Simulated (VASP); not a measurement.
Energy against volume of HgTe (zinc blende). Computed with AM05 GGA, VASP's PBE PAW potentials (set 64) (plane waves; VASP).

```json
[
 {"V (Å³/atom)": "32.929", "E (eV/atom)": "-1.90731"},
 {"V (Å³/atom)": "33.980", "E (eV/atom)": "-1.92072"},
 {"V (Å³/atom)": "35.031", "E (eV/atom)": "-1.92485"},
 {"V (Å³/atom)": "36.082", "E (eV/atom)": "-1.92131"},
 {"V (Å³/atom)": "37.133", "E (eV/atom)": "-1.91140"}
]
```

Question: Fit a third-order Birch-Murnaghan equation of state.

Answer: 
```
Property                                         Value
---------------------------------------  -------------
volume per atom                          35.04 Å³/atom
bulk modulus                                  389 kbar
pressure derivative of the bulk modulus           5.26
lattice constant a                             6.545 Å
```

Measured: bulk modulus 42.3 GPa (computed value off by -8.1 %), as given by Cormac Toher et al., Physical Review Materials (2017), arXiv:1611.05714; a 6.460 Å (computed value off by +1.3 %), as given by R. J. Cava et al., Journal of Materials Chemistry C (2013), arXiv:1302.1059. The calculation is for a static lattice, while the measured bulk modulus, a hold thermal and zero-point effects, which are part of the difference.

The compound is HgTe in the zinc blende structure. It was relaxed first.
